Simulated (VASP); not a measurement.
Mg5CdO6:

```
CELL_PARAMETERS angstrom
3.03467 0.00000 0.00000
0.00000 3.03467 0.00000
0.00000 0.00000 12.76000
ATOMIC_POSITIONS crystal
Cd 0.00000 0.00000 0.00000
Mg 0.50000 0.50000 0.17398
Mg 0.00000 0.00000 0.33699
Mg 0.50000 0.50000 0.50000
Mg 0.00000 0.00000 0.66301
Mg 0.50000 0.50000 0.82602
O 0.50000 0.50000 0.00000
O 0.00000 0.00000 0.17398
O 0.50000 0.50000 0.33699
O 0.00000 0.00000 0.50000
O 0.50000 0.50000 0.66301
O 0.00000 0.00000 0.82602
```

The cell comes from a database or a generator and needn't be the stable form of this composition.

| Item | Value |
| --- | --- |
| Program | VASP 6.6.1 |
| Task | relaxation of cell and atoms |
| Functional | PBEsol |
| Potentials or basis | VASP PAW PBE potentials, release 64 (Cd, Mg, O) |
| Cutoff | 600 eV |
| k mesh | 8 × 8 × 2 |
| Occupations | fermi-dirac, width 0.05 eV |
| Spin | no spin polarisation |

At the start: pressure 6.3 GPa; volume 9.79 Å³/atom.

Task: How do energy, volume and symmetry change on relaxing?

Result: Over 11 steps the energy falls by 15.8 meV/atom and the volume is 10.15 Å³/atom (+3.7 %); space group P4/mmm (No. 123, to 0.05 Å).

The path:
| step | energy change (eV) | largest force (eV/Å) | pressure (GPa) | volume (Å³) |
| --- | --- | --- | --- | --- |
| 1 | 0.0000 | 1.2755 | 6.31 | 117.51 |
| 2 | -0.1244 | 0.4578 | -3.01 | 124.19 |
| 3 | -0.1465 | 0.2668 | -0.62 | 122.24 |
| 4 | -0.1619 | 0.2199 | -0.23 | 121.92 |
| 5 | -0.1699 | 0.3497 | 0.39 | 121.44 |
| 6 | -0.1811 | 0.2094 | 0.24 | 121.59 |
| 7 | -0.1871 | 0.1244 | 0.06 | 121.81 |
| 8 | -0.1892 | 0.0423 | -0.08 | 121.94 |
| 9 | -0.1892 | 0.0381 | -0.08 | 121.93 |
| 10 | -0.1895 | 0.0129 | 0.02 | 121.84 |
| 11 | -0.1895 | 0.0088 | 0.01 | 121.86 |

Final structure:
```
Cd Mg O
1.0
     3.06666    0.00000    0.00000
     0.00000    3.06666    0.00000
     0.00000    0.00000   12.95735
Cd Mg O
1 5 6
Direct
  0.00000 0.00000 0.00000
  0.50000 0.50000 0.17872
  0.00000 0.00000 0.34078
  0.50000 0.50000 0.50000
  0.00000 0.00000 0.65922
  0.50000 0.50000 0.82128
  0.50000 0.50000 0.00000
  0.00000 0.00000 0.18194
  0.50000 0.50000 0.34010
  0.00000 0.00000 0.50000
  0.50000 0.50000 0.65990
  0.00000 0.00000 0.81806
```

Caveat: the PAW data sets were made with another functional, which shifts forces and pressure a little.
